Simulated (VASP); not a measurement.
Input for VASP

File KPOINTS:
```
Regular mesh
0
G
8 8 8
```

INCAR:
```
PREC = Accurate
LREAL = .FALSE.
ALGO = Normal
EDIFF = 1E-7
LORBIT = 10
SYSTEM = Ni3Al
MAGMOM = -0.0 3*0.2
SIGMA = 0.1   # width (eV)
LMAXMIX = 4   # l cut-off of mixed one-centre charges
ISIF = 2   # forces and stress, cell fixed
ISPIN = 2   # spin-polarised
LASPH = .TRUE.
ISMEAR = 1
NELM = 100
LCHARG = .FALSE.
LWAVE = .FALSE.
ENCUT = 480   # plane-wave cut-off (eV)
GGA = PS   # PBEsol
```

File POSCAR:
```
Ni3Al
1
    3.5185715322     0.0000000000     0.0000000000
    0.0000000000     3.5185715322     0.0000000000
    0.0000000000     0.0000000000     3.5185715322
Al Ni
1 3
Direct
  0.0000000000   0.0000000000   0.0000000000
  0.0000000000   0.5000000000   0.5000000000
  0.5000000000   0.0000000000   0.5000000000
  0.5000000000   0.5000000000   0.0000000000
```

POTCAR, in this order: Al Ni (PBE.64 set). Program: vasp_std.

Translate this PBEsol calculation to Quantum ESPRESSO's pw.x.

One equivalent input (not run):
```
&CONTROL
  calculation = 'scf'
  pseudo_dir = './pseudo'
  outdir = './out'
  tprnfor = .true.
  tstress = .true.
/
&SYSTEM
  ibrav = 0
  nat = 4
  ntyp = 2
  ecutwfc = 98
  occupations = 'smearing'
  smearing = 'methfessel-paxton'
  degauss = 0.00735
  input_dft = 'pbesol'
  nspin = 2
  starting_magnetization(2) = 0.02
/
&ELECTRONS
  conv_thr = 7.3e-09
  electron_maxstep = 100
/
ATOMIC_SPECIES
  Al 26.982 Al.upf
  Ni 58.693 Ni.upf
CELL_PARAMETERS angstrom
     3.5185715    0.0000000    0.0000000
     0.0000000    3.5185715    0.0000000
     0.0000000    0.0000000    3.5185715
ATOMIC_POSITIONS crystal
  Al   0.0000000  0.0000000  0.0000000
  Ni   0.0000000  0.5000000  0.5000000
  Ni   0.5000000  0.0000000  0.5000000
  Ni   0.5000000  0.5000000  0.0000000
K_POINTS automatic
  8 8 8 0 0 0
```
Limits of the translation: the potentials are each code's own (VASP's PAW set, PseudoDojo norm-conserving files in pw.x), so ENCUT and ecutwfc are chosen apart and not converted; conv_thr bounds pw.x's estimated SCF error, while EDIFF bounds the energy change between steps; starting_magnetization is a fraction of the valence charge and MAGMOM a moment in μB, so they match only roughly.

The compound is Ni3Al in the L1_2 structure. It was relaxed first.
